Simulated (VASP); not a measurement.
Method: PBEsol GGA, VASP's PBE PAW potentials (set 64) (plane waves; VASP 6.6.1).

The input files of a VASP run:

### POSCAR
```
Si
1.0
  0.0000000000   2.7178176004   2.7178176004
  2.7178176004   0.0000000000   2.7178176004
  2.7178176004   2.7178176004   0.0000000000
Si
2
direct
  0.0000000000   0.0000000000   0.0000000000
  0.2500000000   0.2500000000   0.2500000000
```

**KPOINTS**
```
Automatic mesh
0
Gamma
8 8 8
0 0 0
```

**INCAR**
```
NELM = 100   # most electronic steps
ISMEAR = 0   # Gaussian
PSTRESS = 20   # kbar
ALGO = Normal
PREC = Accurate
ENCUT = 480   # plane-wave cut-off (eV)
IBRION = 2
LCHARG = F
EDIFFG = -0.01   # ionic stop
SYSTEM = Si
LWAVE = F
NSW = 40   # most ionic steps
SIGMA = 0.05
ISIF = 3   # ions, shape and volume
LREAL = F
EDIFF = 1E-7   # SCF stop (eV)
GGA = PS   # PBEsol
LASPH = T   # aspherical one-centre terms
```

POTCAR, in this order: Si (PBE.64 set). Program: vasp_std.

Output of the run:

**OUTCAR**
```
 ion  position               nearest neighbor table
   1  0.000  0.000  0.000-   2 2.35   2 2.35   2 2.35   2 2.35
   2  0.250  0.250  0.250-   1 2.35   1 2.35   1 2.35   1 2.35
  LATTYP: Found a face centered cubic cell.
 ALAT       =     5.4356352008
 Subroutine PRICEL returns:
 Original cell was already a primitive cell.
 Subroutine GETGRP returns: Found 48 space group operations
The static configuration has the point symmetry T_d .
 The point group associated with its full space group is O_h .
The dynamic configuration has the point symmetry T_d .
 Subroutine INISYM returns: Found 48 space group operations
 Subroutine IBZKPT returns following result:
 Found     29 irreducible k-points:

 Following reciprocal coordinates:
            Coordinates               Weight
  0.000000  0.000000  0.000000      1.000000
  0.125000  0.000000  0.000000      8.000000
  0.250000  0.000000  0.000000      8.000000
  0.375000  0.000000  0.000000      8.000000
  0.500000  0.000000  0.000000      4.000000
  0.125000  0.125000  0.000000      6.000000
  0.250000  0.125000  0.000000     24.000000
  0.375000  0.125000  0.000000     24.000000
...
```

OSZICAR:
```
       N       E                     dE             d eps       ncg     rms          rms(c)
DAV:   1     0.530328979619E+01    0.53033E+01   -0.30829E+03   464   0.721E+02
DAV:   2    -0.114708085678E+02   -0.16774E+02   -0.16547E+02   696   0.806E+01
DAV:   3    -0.117105233248E+02   -0.23971E+00   -0.23661E+00   584   0.115E+01
DAV:   4    -0.117118777591E+02   -0.13544E-02   -0.13544E-02   784   0.913E-01
DAV:   5    -0.117118788712E+02   -0.11122E-05   -0.11122E-05   560   0.177E-02    0.495E+00
DAV:   6    -0.115585880724E+02    0.15329E+00   -0.96987E-02   568   0.158E+00    0.297E+00
DAV:   7    -0.114887411543E+02    0.69847E-01   -0.16983E-01   568   0.218E+00    0.187E-01
DAV:   8    -0.114891949473E+02   -0.45379E-03   -0.42875E-03   528   0.500E-01    0.705E-02
DAV:   9    -0.114892497125E+02   -0.54765E-04   -0.82169E-05   696   0.760E-02    0.512E-02
DAV:  10    -0.114892601280E+02   -0.10415E-04   -0.10763E-05   552   0.241E-02    0.979E-03
DAV:  11    -0.114892598540E+02    0.27399E-06   -0.22057E-07   728   0.328E-03    0.164E-03
DAV:  12    -0.114892598665E+02   -0.12476E-07   -0.11967E-07   512   0.278E-03
   1 F= -.10988061E+02 E0= -.10988061E+02  d E =-.109881E+02
       N       E                     dE             d eps       ncg     rms          rms(c)
DAV:   1    -0.114812601778E+02    0.79997E-02   -0.29188E-01   544   0.313E+00    0.523E-01
DAV:   2    -0.114758682746E+02    0.53919E-02   -0.49603E-03   576   0.476E-01    0.311E-01
DAV:   3    -0.114732715930E+02    0.25967E-02   -0.59947E-03   536   0.394E-01    0.965E-02
DAV:   4    -0.114732722824E+02   -0.68942E-06   -0.57470E-05   616   0.693E-02    0.857E-02
DAV:   5    -0.114732669520E+02    0.53304E-05   -0.67095E-06   480   0.201E-02    0.167E-02
DAV:   6    -0.114732667047E+02    0.24733E-06   -0.13252E-07   672   0.348E-03    0.682E-03
DAV:   7    -0.114732668376E+02   -0.13295E-06   -0.43535E-08   280   0.179E-03    0.246E-03
DAV:   8    -0.114732668304E+02    0.72381E-08   -0.19596E-09   256   0.363E-04
   2 F= -.10989934E+02 E0= -.10989934E+02  d E =-.187374E-02
       N       E                     dE             d eps       ncg     rms          rms(c)
DAV:   1    -0.114858523434E+02   -0.12586E-01   -0.55426E-02   536   0.135E+00    0.227E-01
DAV:   2    -0.114848134981E+02    0.10388E-02   -0.96002E-04   576   0.211E-01    0.137E-01
DAV:   3    -0.114843024254E+02    0.51107E-03   -0.11575E-03   536   0.172E-01    0.409E-02
DAV:   4    -0.114843015131E+02    0.91230E-06   -0.11044E-05   592   0.303E-02    0.358E-02
DAV:   5    -0.114842966673E+02    0.48457E-05   -0.12611E-06   496   0.866E-03    0.581E-03
DAV:   6    -0.114842967581E+02   -0.90809E-07   -0.22529E-08   320   0.145E-03
   3 F= -.10993174E+02 E0= -.10993174E+02  d E =-.511287E-02
```

**OUTCAR**
```
------------------------ aborting loop because EDIFF is reached ----------------------------------------
  FORCE on cell =-STRESS in cart. coord.  units (eV):
  Direction    XX          YY          ZZ          XY          YZ          ZX
  --------------------------------------------------------------------------------------
  Total        0.4917529      0.4917529      0.4917529      0.0000000      0.0000000     -0.0000000
  in kB       20.0256446     20.0256446     20.0256446      0.0000000      0.0000000     -0.0000000
  external PRESSURE =       0.0256446 kB  Pullay stress =      20.0000000 kB
  volume of cell :       39.34
      direct lattice vectors                 reciprocal lattice vectors
     0.000000000  2.699481400  2.699481400    -0.185220761  0.185220761  0.185220761
     2.699481400 -0.000000000  2.699481400     0.185220761 -0.185220761  0.185220761
     2.699481400  2.699481400  0.000000000     0.185220761  0.185220761 -0.185220761
 POSITION                                       TOTAL-FORCE (eV/Angst)
 -----------------------------------------------------------------------------------
      0.00000      0.00000      0.00000         0.000000      0.000000      0.000000
      1.34974      1.34974      1.34974        -0.000000     -0.000000     -0.000000
 -----------------------------------------------------------------------------------
    total drift:                                0.000000      0.000000     -0.000000
  FREE ENERGIE OF THE ION-ELECTRON SYSTEM (eV)
  ---------------------------------------------------
  free  energy   TOTEN  =       -11.4842967581 eV

  energy  without entropy=      -11.4842967581  energy(sigma->0) =      -11.48429676
  enthalpy is  TOTEN    =       -10.9931735842 eV   P V=        0.4911231739

 reached required accuracy - stopping structural energy minimisation
```
(Selected blocks of OUTCAR.)

File CONTCAR:
```
Si
   1.00000000000000
     0.0000000000000000    2.6994813996157210    2.6994813996157210
     2.6994813996157210   -0.0000000000000000    2.6994813996157210
     2.6994813996157210    2.6994813996157210    0.0000000000000000
  Si
     2
Direct
     0.0000000000000000    0.0000000000000000    0.0000000000000000
     0.2500000000000000    0.2500000000000000    0.2500000000000000
```

Energy and stress use the plane-wave basis of the starting cell.

The compound is Si in the diamond structure. This run relaxes it under an external pressure of 2 GPa. Symmetry was kept, so distortions that lower it aren't found.
